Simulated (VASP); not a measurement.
Given:

```xyz
63
Lattice="10.9371 0.0000 0.0000 0.0000 10.9371 0.0000 0.0000 0.0000 10.9371" Properties=species:S:1:pos:R:3 pbc="T T T"
Si     5.4835     0.0081     0.0035
Si     6.8127     1.3985     1.3974
Si     8.1923     2.7469     0.0233
Si     9.5342     4.1280     1.4027
Si     8.1899     0.0237     2.7464
Si     9.5397     1.3984     4.1238
Si    10.9330     0.0058     0.0029
Si     1.3610     1.3714     1.3712
Si     2.7336     2.7356     0.0075
Si     4.1170     4.0899     1.3742
Si     5.4649     5.4734     0.0091
Si     6.8497     6.8126     1.3809
Si     8.2006     8.2005     0.0120
Si     9.5648     9.5786     1.3711
Si     2.7320     0.0056     2.7352
Si     4.1162     1.3750     4.0873
Si     5.4927     2.7954     2.7947
Si     8.1220     5.4239     2.8141
Si     9.5552     6.8123     4.0870
Si     5.4659     0.0108     5.4711
Si     6.8505     1.3759     6.8177
Si     8.1395     2.7982     5.4387
Si     9.5605     4.0895     6.8171
Si     8.2010     0.0063     8.2037
Si     9.5638     1.3717     9.5757
Si    10.9300     5.4559     0.0062
Si     1.3533     6.8306     1.3462
Si     2.7368     8.2009    10.9305
Si     4.1082     9.5850     1.3443
Si    10.9145     2.7466     2.7437
Si     1.3696     4.0949     4.0951
Si     2.7094     5.4713     2.7075
Si     4.0996     6.8389     4.0055
Si     5.4662     8.2273     2.7048
Si     6.8414     9.5676     4.0950
Si    10.9329     0.0074     5.4543
Si     1.3550     1.3474     6.8305
Si     2.7124     2.7094     5.4717
Si     4.1037     4.0148     6.8322
Si     6.9285     6.8385     6.8355
Si     8.2312     8.2270     5.4701
Si     9.5919     9.5843     6.8283
Si     2.7355    10.9291     8.2007
Si     4.1071     1.3476     9.5802
Si     5.4663     2.7098     8.2226
Si     6.8412     4.0955     9.5673
Si     8.2280     5.4714     8.2255
Si     9.5901     6.8298     9.5820
Si    10.9236     8.2007     2.7359
Si     1.3722     9.5593     4.0953
Si    10.9279     5.4730     5.4713
Si     1.3868     6.8217     6.8211
Si     2.7543     8.1844     5.4473
Si     4.1163     9.5526     6.8203
Si    10.9260     2.7359     8.2025
Si     1.3724     4.0951     9.5624
Si     2.7528     5.4459     8.1832
Si     4.1147     6.8215     9.5500
Si     5.4890     8.1838     8.1822
Si     6.8410     9.5592     9.5634
Si     0.0060     8.2005     8.1993
Si     1.3704     9.5640     9.5657
Ga     5.4466     5.4976     5.4873
```

Computed with HSE06 screened hybrid, VASP's PBE PAW potentials (set 64) (plane waves; VASP). Run with PREC = Normal, LREAL = Auto, ISYM = 0, EDIFF = 1E-5, 400 eV cut-off, 1×1×1 Γ-centred mesh, Gaussian smearing of 0.050 eV, potentials Si Ga. Starting moments (MAGMOM): 63*0.0476. The cell's moment is fixed (NUPDOWN = 3).

The supercell is sampled at Γ alone, which is coarse: total energies, pressure and levels can be off, energies of defects by several tenths of an eV.

**Question.** What does the run give for the cell moment, energy per atom (σ→0), largest force?

**Answer.** 
```
Item                                    Value
---------------------  ----------------------
cell moment                           3.00 μB
energy per atom (σ→0)  -588.2 kJ/mol of atoms
largest force                      0.259 eV/Å
```

**Question.** Give the moment on each site (PAW-sphere projection).

**Answer.** 
```json
[
 {"site": "Si1", "moment (μB)": "0.01"},
 {"site": "Si2", "moment (μB)": "0.00"},
 {"site": "Si3", "moment (μB)": "0.01"},
 {"site": "Si4", "moment (μB)": "0.00"},
 {"site": "Si5", "moment (μB)": "0.01"},
 {"site": "Si6", "moment (μB)": "0.00"},
 {"site": "Si7", "moment (μB)": "0.01"},
 {"site": "Si8", "moment (μB)": "0.01"},
 {"site": "Si9", "moment (μB)": "0.02"},
 {"site": "Si10", "moment (μB)": "0.02"},
 {"site": "Si11", "moment (μB)": "0.01"},
 {"site": "Si12", "moment (μB)": "0.02"},
 {"site": "Si13", "moment (μB)": "0.02"},
 {"site": "Si14", "moment (μB)": "0.01"},
 {"site": "Si15", "moment (μB)": "0.02"},
 {"site": "Si16", "moment (μB)": "0.02"},
 {"site": "Si17", "moment (μB)": "0.19"},
 {"site": "Si18", "moment (μB)": "0.19"},
 {"site": "Si19", "moment (μB)": "0.02"},
 {"site": "Si20", "moment (μB)": "0.01"},
 {"site": "Si21", "moment (μB)": "0.02"},
 {"site": "Si22", "moment (μB)": "0.19"},
 {"site": "Si23", "moment (μB)": "0.02"},
 {"site": "Si24", "moment (μB)": "0.02"},
 {"site": "Si25", "moment (μB)": "0.01"},
 {"site": "Si26", "moment (μB)": "0.01"},
 {"site": "Si27", "moment (μB)": "0.01"},
 {"site": "Si28", "moment (μB)": "0.01"},
 {"site": "Si29", "moment (μB)": "0.01"},
 {"site": "Si30", "moment (μB)": "0.01"},
 {"site": "Si31", "moment (μB)": "0.01"},
 {"site": "Si32", "moment (μB)": "0.01"},
 {"site": "Si33", "moment (μB)": "0.01"},
 {"site": "Si34", "moment (μB)": "0.01"},
 {"site": "Si35", "moment (μB)": "0.01"},
 {"site": "Si36", "moment (μB)": "0.01"},
 {"site": "Si37", "moment (μB)": "0.01"},
 {"site": "Si38", "moment (μB)": "0.01"},
 {"site": "Si39", "moment (μB)": "0.01"},
 {"site": "Si40", "moment (μB)": "0.01"},
 {"site": "Si41", "moment (μB)": "0.01"},
 {"site": "Si42", "moment (μB)": "0.01"},
 {"site": "Si43", "moment (μB)": "0.01"},
 {"site": "Si44", "moment (μB)": "0.01"},
 {"site": "Si45", "moment (μB)": "0.01"},
 {"site": "Si46", "moment (μB)": "0.01"},
 {"site": "Si47", "moment (μB)": "0.01"},
 {"site": "Si48", "moment (μB)": "0.01"},
 {"site": "Si49", "moment (μB)": "0.02"},
 {"site": "Si50", "moment (μB)": "0.02"},
 {"site": "Si51", "moment (μB)": "0.01"},
 {"site": "Si52", "moment (μB)": "0.01"},
 {"site": "Si53", "moment (μB)": "0.00"},
 {"site": "Si54", "moment (μB)": "0.01"},
 {"site": "Si55", "moment (μB)": "0.02"},
 {"site": "Si56", "moment (μB)": "0.02"},
 {"site": "Si57", "moment (μB)": "0.00"},
 {"site": "Si58", "moment (μB)": "0.01"},
 {"site": "Si59", "moment (μB)": "0.00"},
 {"site": "Si60", "moment (μB)": "0.02"},
 {"site": "Si61", "moment (μB)": "0.01"},
 {"site": "Si62", "moment (μB)": "0.01"},
 {"site": "Ga63", "moment (μB)": "0.01"}
]
```

The absolute energy has meaning only against runs of the same code, potentials and settings.

The cell is a supercell with a defect, built from Si (diamond): Ga_Si-vac_Si. The cell's shape comes from a PBE relaxation.
